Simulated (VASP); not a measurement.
Runs of VASP 6.6.1 on KMgF3. All rows change the cell; the cell of one of them follows. It takes space group Cmmm (No. 65, orthorhombic). The conventional cell has a = 5.595 Å, b = 5.679 Å, c = 3.986 Å, α = 90.00°, β = 90.00°, γ = 90.00°. K (site symmetry mmm) is surrounded by 12 F at 2.80 to 2.84 Å. Mg (site symmetry mmm) is surrounded by 6 F at 1.99 Å. Around F (site symmetry 2/m) lie 2 Mg at 1.99 Å. F (site symmetry mmm) has 2 Mg at 1.99 Å as nearest neighbours. 

| cell | gap on the mesh (eV) | pressure (GPa) |
| --- | --- | --- |
| strain +0.0150 x Voigt [0, 0, 0, 0, 0, 1], atoms carried along | 6.95 | -5.2 |
| strain +0.0050 x Voigt [0, 0, 0, 0, 0, 1], atoms carried along | 6.95 | -5.2 |
| strain -0.0100 x Voigt [0, 0, 0, 0, 0, 1], atoms carried along | 6.95 | (a) |
| strain +0.0025 x Voigt [0, 0, 0, 0, 0, 1], atoms carried along | 6.96 | -5.2 |

Alike in all rows: task single point; level LDA; potentials or basis VASP PAW LDA potentials, release 64 (K_sv, Mg, F); no spin polarisation; k mesh 6 × 6 × 6; cutoff (eV) 520; smearing gaussian 0.05 eV.

Question: Estimate the missing entries.

Answer: (a) -5.3.

A k mesh can miss the band edges.

Not every run made on this cell is shown here.
